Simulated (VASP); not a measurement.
OSZICAR of a VASP run on BaF2 (fluorite):

**OSZICAR**
```
...
DAV: 201     0.450649657026E+03    0.20278E+02   -0.13953E+02   256   0.127E+02    0.443E+00
DAV: 202     0.449046153031E+03   -0.16035E+01   -0.60799E+00   272   0.234E+01    0.423E+00
DAV: 203     0.428509398468E+03   -0.20537E+02   -0.18667E+02   368   0.146E+02    0.683E+00
DAV: 204     0.450340036034E+03    0.21831E+02   -0.29594E+02   288   0.162E+02    0.498E+00
DAV: 205     0.451201058849E+03    0.86102E+00   -0.68150E+01   272   0.852E+01    0.430E+00
DAV: 206     0.450723293819E+03   -0.47777E+00   -0.11236E+02   264   0.128E+02    0.322E+00
DAV: 207     0.445266132725E+03   -0.54572E+01   -0.15194E+02   256   0.139E+02    0.362E+00
DAV: 208     0.452395568490E+03    0.71294E+01   -0.51238E+01   256   0.735E+01    0.229E+00
DAV: 209     0.449498316850E+03   -0.28973E+01   -0.49084E+01   256   0.752E+01    0.344E+00
DAV: 210     0.438931971736E+03   -0.10566E+02   -0.52809E+01   264   0.788E+01    0.702E+00
DAV: 211     0.428577729295E+03   -0.10354E+02   -0.75511E+02   256   0.352E+02    0.543E+00
DAV: 212     0.938685195091E+02   -0.33471E+03   -0.25787E+03   336   0.482E+02    0.224E+01
DAV: 213     0.438804811417E+03    0.34494E+03   -0.28701E+03   296   0.352E+02    0.117E+01
DAV: 214     0.442555044217E+03    0.37502E+01   -0.45041E+02   336   0.129E+02    0.331E+01
DAV: 215     0.435204929597E+03   -0.73501E+01   -0.56049E+02   344   0.187E+02    0.673E+00
DAV: 216     0.442992277426E+03    0.77873E+01   -0.26109E+02   280   0.228E+02    0.548E+00
DAV: 217     0.452617129320E+03    0.96249E+01   -0.19816E+02   264   0.146E+02    0.418E+00
DAV: 218     0.455341309707E+03    0.27242E+01   -0.32326E+01   272   0.728E+01    0.372E+00
DAV: 219     0.453417586309E+03   -0.19237E+01   -0.36791E+01   256   0.746E+01    0.350E+00
DAV: 220     0.454472920047E+03    0.10553E+01   -0.37043E+01   256   0.664E+01    0.312E+00
DAV: 221     0.453094169323E+03   -0.13788E+01   -0.39783E+01   256   0.707E+01    0.273E+00
DAV: 222     0.444336520781E+03   -0.87576E+01   -0.19959E+02   256   0.140E+02    0.611E+00
DAV: 223    -0.275952101980E+05   -0.28040E+05   -0.33253E+05   384   0.353E+04    0.139E+02
DAV: 224     0.475345080345E+03    0.28071E+05   -0.98141E+03   320   0.880E+02    0.160E+01
DAV: 225     0.119525189363E+03   -0.35582E+03   -0.77225E+03   360   0.115E+03    0.178E+01
DAV: 226     0.443166686757E+03    0.32364E+03   -0.15873E+03   344   0.358E+02    0.179E+01
DAV: 227     0.429102029321E+03   -0.14065E+02   -0.11998E+03   320   0.472E+02    0.123E+01
DAV: 228     0.444364151807E+03    0.15262E+02   -0.78593E+02   272   0.276E+02    0.145E+01
DAV: 229     0.462493419078E+03    0.18129E+02   -0.33179E+02   256   0.225E+02    0.112E+01
DAV: 230     0.458992320738E+03   -0.35011E+01   -0.11680E+02   272   0.106E+02    0.110E+01
DAV: 231     0.427613813540E+03   -0.31379E+02   -0.16670E+02   376   0.106E+02    0.132E+01
DAV: 232     0.188163568958E+01   -0.42573E+03   -0.67136E+03   320   0.128E+03    0.244E+01
DAV: 233     0.425681815161E+03    0.42380E+03   -0.41379E+03   272   0.468E+02    0.119E+01
DAV: 234     0.459835812484E+03    0.34154E+02   -0.24924E+02   400   0.141E+02    0.835E+00
DAV: 235     0.449344146466E+03   -0.10492E+02   -0.10946E+02   328   0.860E+01    0.894E+00
DAV: 236     0.450335942850E+03    0.99180E+00   -0.36961E+02   272   0.230E+02    0.659E+00
DAV: 237     0.447195760137E+03   -0.31402E+01   -0.31094E+02   256   0.168E+02    0.843E+00
DAV: 238     0.446734576343E+03   -0.46118E+00   -0.34650E+02   256   0.243E+02    0.596E+00
DAV: 239     0.453066417963E+03    0.63318E+01   -0.65107E+01   256   0.839E+01    0.556E+00
DAV: 240     0.457750696169E+03    0.46843E+01   -0.54700E+01   256   0.938E+01    0.399E+00
DAV: 241     0.438359920210E+03   -0.19391E+02   -0.92937E+01   272   0.857E+01    0.584E+00
DAV: 242     0.454486848631E+03    0.16127E+02   -0.15823E+02   272   0.104E+02    0.405E+00
DAV: 243     0.400524963195E+03   -0.53962E+02   -0.48862E+02   360   0.812E+01    0.432E+01
DAV: 244     0.412807102091E+03    0.12282E+02   -0.36915E+03   256   0.468E+02    0.114E+01
DAV: 245     0.427636000888E+03    0.14829E+02   -0.67094E+02   272   0.217E+02    0.903E+00
DAV: 246     0.423617618822E+03   -0.40184E+01   -0.10133E+02   312   0.805E+01    0.771E+00
DAV: 247     0.422657901396E+03   -0.95972E+00   -0.78200E+00   264   0.262E+01    0.704E+00
DAV: 248     0.421866771684E+03   -0.79113E+00   -0.91113E-01   288   0.810E+00    0.644E+00
DAV: 249     0.420836814832E+03   -0.10300E+01   -0.25683E-01   272   0.467E+00    0.599E+00
DAV: 250     0.420104719617E+03   -0.73210E+00   -0.12518E-01   296   0.327E+00    0.544E+00
DAV: 251     0.419374953195E+03   -0.72977E+00   -0.11768E-01   296   0.315E+00    0.499E+00
DAV: 252     0.418691650940E+03   -0.68330E+00   -0.13426E-01   304   0.312E+00    0.458E+00
DAV: 253     0.417984734726E+03   -0.70692E+00   -0.23145E-01   328   0.407E+00    0.423E+00
DAV: 254     0.417073114635E+03   -0.91162E+00   -0.61857E-01   288   0.664E+00    0.398E+00
DAV: 255     0.414551864750E+03   -0.25212E+01   -0.50364E+00   312   0.187E+01    0.425E+00
DAV: 256     0.418764727609E+03    0.42129E+01   -0.26798E+01   256   0.427E+01    0.320E+00
DAV: 257     0.419168247911E+03    0.40352E+00   -0.19947E+01   256   0.435E+01    0.356E+00
DAV: 258     0.418542621576E+03   -0.62563E+00   -0.78972E+00   256   0.269E+01    0.326E+00
DAV: 259     0.419234905380E+03    0.69228E+00   -0.12234E+00   256   0.112E+01    0.256E+00
DAV: 260     0.407902997307E+03   -0.11332E+02   -0.77733E+01   360   0.846E+01    0.632E+00
DAV: 261     0.421318842078E+03    0.13416E+02   -0.88235E+01   264   0.673E+01    0.174E+00
DAV: 262     0.405974671766E+03   -0.15344E+02   -0.13277E+02   272   0.110E+02    0.669E+00
DAV: 263     0.423631563534E+03    0.17657E+02   -0.14034E+02   272   0.872E+01    0.146E+00
DAV: 264     0.417361173127E+03   -0.62704E+01   -0.63785E+01   264   0.805E+01    0.402E+00
DAV: 265     0.425323431213E+03    0.79623E+01   -0.61024E+01   256   0.689E+01    0.131E+00
DAV: 266     0.425527533841E+03    0.20410E+00   -0.11997E+00   256   0.115E+01    0.114E+00
DAV: 267     0.425430965530E+03   -0.96568E-01   -0.55741E-01   256   0.658E+00    0.124E+00
DAV: 268     0.425196323529E+03   -0.23464E+00   -0.11486E+00   256   0.101E+01    0.139E+00
DAV: 269     0.372581371062E+03   -0.52615E+02   -0.61148E+02   376   0.253E+02    0.131E+01
DAV: 270     0.422858471731E+03    0.50277E+02   -0.86375E+02   256   0.210E+02    0.522E+00
DAV: 271     0.426060820212E+03    0.32023E+01   -0.88671E+01   256   0.918E+01    0.386E+00
DAV: 272     0.427187212529E+03    0.11264E+01   -0.30024E+01   312   0.530E+01    0.245E+00
DAV: 273    -0.115916653001E+03   -0.54310E+03   -0.56473E+03   368   0.879E+02    0.240E+01
DAV: 274     0.438345123342E+03    0.55426E+03   -0.20748E+03   360   0.308E+02    0.102E+01
DAV: 275     0.433689836996E+03   -0.46553E+01   -0.48230E+02   336   0.143E+02    0.420E+00
DAV: 276     0.431719961884E+03   -0.19699E+01   -0.39538E+01   272   0.505E+01    0.400E+00
DAV: 277     0.433785149780E+03    0.20652E+01   -0.26878E+01   256   0.612E+01    0.286E+00
DAV: 278     0.416760702824E+03   -0.17024E+02   -0.19249E+02   312   0.165E+02    0.600E+00
DAV: 279     0.431630006758E+03    0.14869E+02   -0.38253E+01   280   0.602E+01    0.372E+00
DAV: 280     0.432974699649E+03    0.13447E+01   -0.42881E+01   256   0.768E+01    0.396E+00
DAV: 281     0.431371528295E+03   -0.16032E+01   -0.91642E+00   296   0.320E+01    0.431E+00
DAV: 282     0.435913998689E+03    0.45425E+01   -0.19715E+02   256   0.128E+02    0.412E+00
DAV: 283     0.435479536754E+03   -0.43446E+00   -0.17982E+02   256   0.152E+02    0.367E+00
DAV: 284     0.432283963828E+03   -0.31956E+01   -0.18553E+02   256   0.122E+02    0.523E+00
DAV: 285     0.437865511645E+03    0.55815E+01   -0.12259E+02   256   0.114E+02    0.230E+00
DAV: 286     0.437725589986E+03   -0.13992E+00   -0.18866E+01   256   0.426E+01    0.179E+00
DAV: 287     0.437533062820E+03   -0.19253E+00   -0.23188E+00   256   0.184E+01    0.149E+00
DAV: 288     0.426185379772E+03   -0.11348E+02   -0.17155E+02   264   0.163E+02    0.442E+00
DAV: 289     0.438340806471E+03    0.12155E+02   -0.52685E+01   256   0.707E+01    0.209E+00
DAV: 290     0.431692174179E+03   -0.66486E+01   -0.14928E+02   256   0.111E+02    0.588E+00
DAV: 291    -0.951542397151E+03   -0.13832E+04   -0.17348E+04   320   0.233E+03    0.620E+01
DAV: 292     0.398021849971E+03    0.13496E+04   -0.84988E+03   352   0.536E+02    0.219E+01
DAV: 293     0.359286394896E+03   -0.38735E+02   -0.32210E+03   376   0.535E+02    0.258E+01
DAV: 294     0.422526538477E+03    0.63240E+02   -0.21694E+03   320   0.361E+02    0.115E+01
DAV: 295     0.444970451296E+03    0.22444E+02   -0.12651E+02   264   0.111E+02    0.102E+01
DAV: 296     0.446399072309E+03    0.14286E+01   -0.80436E+01   280   0.990E+01    0.480E+00
DAV: 297     0.444265996369E+03   -0.21331E+01   -0.86594E+00   320   0.224E+01    0.630E+00
DAV: 298     0.444491636326E+03    0.22564E+00   -0.58461E+00   256   0.264E+01    0.555E+00
DAV: 299     0.441081514872E+03   -0.34101E+01   -0.20746E+01   360   0.528E+01    0.469E+00
DAV: 300     0.443808418400E+03    0.27269E+01   -0.12173E+02   256   0.112E+02
   1 F= 0.44380842E+03 E0= 0.44380842E+03  d E =-.439736E-14
       N       E                     dE             ncg
       N       E                     dE             ncg
       N       E                     dE             ncg
       N       E                     dE             ncg
       N       E                     dE             ncg
       N       E                     dE             ncg
       N       E                     dE             ncg
       N       E                     dE             ncg
       N       E                     dE             ncg
```

Question: Which electronic solver shows in the log?

Answer: It is blocked Davidson (ALGO = Normal, or the opening steps of other solvers). The INCAR had ALGO = Normal.

Question: Can the final energy be trusted as converged?

Answer: The run did not converge; its last values are not results. It stopped with EDIFF = 1E-6, NELM = 300 (modified Becke-Johnson potential (mBJ), plane waves, VASP's PBE PAW potentials (set 64)). mBJ is a potential without an energy functional, so only the levels count.

The compound is BaF2 in the fluorite structure. It was relaxed first. The k-mesh is coarse (spacing up to 0.43 per Å, 2π included), so the numbers may not be converged in it. The cell's shape comes from a PBE relaxation.
